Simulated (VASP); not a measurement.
Output of a VASP run:

File OSZICAR:
```
...
DAV:   3    -0.227209579790E+02    0.12405E-02   -0.30767E-03  5686   0.345E-01    0.963E-02
DAV:   4    -0.227209286972E+02    0.29282E-04   -0.43609E-04  5450   0.139E-01    0.402E-02
DAV:   5    -0.227209239737E+02    0.47235E-05   -0.17831E-05  5330   0.305E-02    0.151E-02
DAV:   6    -0.227209235858E+02    0.38784E-06   -0.29715E-06  4844   0.114E-02
  12 F= -.19119203E+02 E0= -.19119144E+02  d E =-.477063E-02
       N       E                     dE             d eps       ncg     rms          rms(c)
DAV:   1    -0.227229269090E+02   -0.20029E-02   -0.43769E-02  4970   0.124E+00    0.161E-01
DAV:   2    -0.227228288396E+02    0.98069E-04   -0.18812E-03  5552   0.323E-01    0.605E-02
DAV:   3    -0.227227296551E+02    0.99184E-04   -0.17909E-04  5646   0.895E-02    0.274E-02
DAV:   4    -0.227227216015E+02    0.80537E-05   -0.58601E-05  5572   0.487E-02    0.763E-03
DAV:   5    -0.227227213896E+02    0.21186E-06   -0.47565E-06  4814   0.156E-02
  13 F= -.19119984E+02 E0= -.19119914E+02  d E =-.780482E-03
       N       E                     dE             d eps       ncg     rms          rms(c)
DAV:   1    -0.227236397756E+02   -0.91817E-03   -0.21733E-02  4994   0.873E-01    0.114E-01
DAV:   2    -0.227235928131E+02    0.46962E-04   -0.93553E-04  5606   0.228E-01    0.425E-02
DAV:   3    -0.227235440751E+02    0.48738E-04   -0.87735E-05  5598   0.627E-02    0.193E-02
DAV:   4    -0.227235401511E+02    0.39239E-05   -0.28947E-05  5548   0.342E-02    0.541E-03
DAV:   5    -0.227235400265E+02    0.12462E-06   -0.23392E-06  3958   0.111E-02
  14 F= -.19120127E+02 E0= -.19120101E+02  d E =-.924019E-03
       N       E                     dE             d eps       ncg     rms          rms(c)
DAV:   1    -0.227234729078E+02    0.67243E-04   -0.25085E-04  5000   0.942E-02    0.112E-02
DAV:   2    -0.227234723304E+02    0.57745E-06   -0.10874E-05  5510   0.246E-02    0.491E-03
DAV:   3    -0.227234717482E+02    0.58219E-06   -0.91593E-07  2934   0.678E-03
  15 F= -.19120130E+02 E0= -.19120096E+02  d E =-.926238E-03
       N       E                     dE             d eps       ncg     rms          rms(c)
DAV:   1    -0.227238421639E+02   -0.36983E-03   -0.47286E-03  5192   0.430E-01    0.466E-02
DAV:   2    -0.227238165518E+02    0.25612E-04   -0.21098E-04  5742   0.105E-01    0.223E-02
DAV:   3    -0.227237977272E+02    0.18825E-04   -0.31656E-05  5710   0.367E-02    0.501E-03
DAV:   4    -0.227237976318E+02    0.95379E-07   -0.41099E-06  4778   0.138E-02
  16 F= -.19120382E+02 E0= -.19120344E+02  d E =-.251985E-03
       N       E                     dE             d eps       ncg     rms          rms(c)
DAV:   1    -0.227241018100E+02   -0.30408E-03   -0.91231E-03  5204   0.597E-01    0.650E-02
DAV:   2    -0.227240516887E+02    0.50121E-04   -0.40135E-04  5730   0.145E-01    0.310E-02
DAV:   3    -0.227240151554E+02    0.36533E-04   -0.62370E-05  5722   0.514E-02    0.684E-03
DAV:   4    -0.227240150481E+02    0.10735E-06   -0.79161E-06  5162   0.192E-02
  17 F= -.19120508E+02 E0= -.19120495E+02  d E =-.378171E-03
       N       E                     dE             d eps       ncg     rms          rms(c)
DAV:   1    -0.227240117893E+02    0.33661E-05   -0.15839E-05  5120   0.248E-02    0.261E-03
DAV:   2    -0.227240116757E+02    0.11367E-06   -0.75733E-07  2752   0.656E-03
  18 F= -.19120508E+02 E0= -.19120494E+02  d E =-.378352E-03
```

**OUTCAR**
```
------------------------ aborting loop because EDIFF is reached ----------------------------------------
  FORCE on cell =-STRESS in cart. coord.  units (eV):
  Direction    XX          YY          ZZ          XY          YZ          ZX
  --------------------------------------------------------------------------------------
  Total        3.6077507      3.6086844      3.6171336      0.0000000     -0.0000000      0.0000000
  in kB      100.1178550    100.1437670    100.3782378      0.0000000     -0.0000000      0.0000000
  external PRESSURE =       0.2132866 kB  Pullay stress =     100.0000000 kB
  volume of cell :       57.73
      direct lattice vectors                 reciprocal lattice vectors
     1.688431447 -4.758083982  0.000000000     0.296132840 -0.105084316  0.000000000
     1.688431447  4.758083982 -0.000000000     0.296132840  0.105084316 -0.000000000
     0.000000000  0.000000000  3.593271492     0.000000000  0.000000000  0.278297925
 POSITION                                       TOTAL-FORCE (eV/Angst)
 -----------------------------------------------------------------------------------
      1.68843      3.66300      3.42341         0.000000     -0.016399     -0.010037
      1.68843      1.09508      1.62677         0.000000      0.016399     -0.010037
      1.68843     -1.09508      1.96650         0.000000     -0.016399      0.010037
      1.68843     -3.66300      0.16986         0.000000      0.016399      0.010037
 -----------------------------------------------------------------------------------
    total drift:                               -0.000000      0.000000      0.000000
  FREE ENERGIE OF THE ION-ELECTRON SYSTEM (eV)
  ---------------------------------------------------
  free  energy   TOTEN  =       -22.7240116757 eV

  energy  without entropy=      -22.7239697043  energy(sigma->0) =      -22.72399769
  enthalpy is  TOTEN    =       -19.1205079076 eV   P V=        3.6035037681

 reached required accuracy - stopping structural energy minimisation
```
(Selected blocks of OUTCAR.)

File POSCAR:
```
P
1
    1.6749319185    -4.8942486906    -0.0000000000
    1.6749319185     4.8942486906     0.0000000000
    0.0000000000     0.0000000000     3.7814378772
P
4
Direct
  0.1121663927   0.8878336073   0.9452003876
  0.3878336073   0.6121663927   0.4452003876
  0.6121663927   0.3878336073   0.5547996124
  0.8878336073   0.1121663927   0.0547996124
```

Write an INCAR and KPOINTS that could have produced this output.

This is not unique; one that fits is the input of the run itself, PBEsol GGA, plane waves, VASP's PBE PAW potentials (set 64).

### INCAR
```
SYSTEM = P
PREC = Accurate; ENCUT = 500; LREAL = .FALSE.
LASPH = .TRUE.
EDIFF = 1E-6; NELM = 100; ALGO = Normal
ISMEAR = 1; SIGMA = 0.1
GGA = PS
IBRION = 2; NSW = 40; ISIF = 3
EDIFFG = -0.02; PSTRESS = 100
LWAVE = .FALSE.; LCHARG = .FALSE.
```

### KPOINTS
```
Automatic mesh
0
Gamma
10 10 8
0 0 0
```

POTCAR, in this order: P (PBE.64 set). Program: vasp_std.

Energy and stress use the plane-wave basis of the starting cell. Without a dispersion term in the relaxation, distances and binding between the weakly bound layers, chains or molecules are unreliable, and so is what depends on them.

The compound is P in the black structure. This run relaxes it under an external pressure of 10 GPa. Symmetry was kept, so distortions that lower it aren't found.
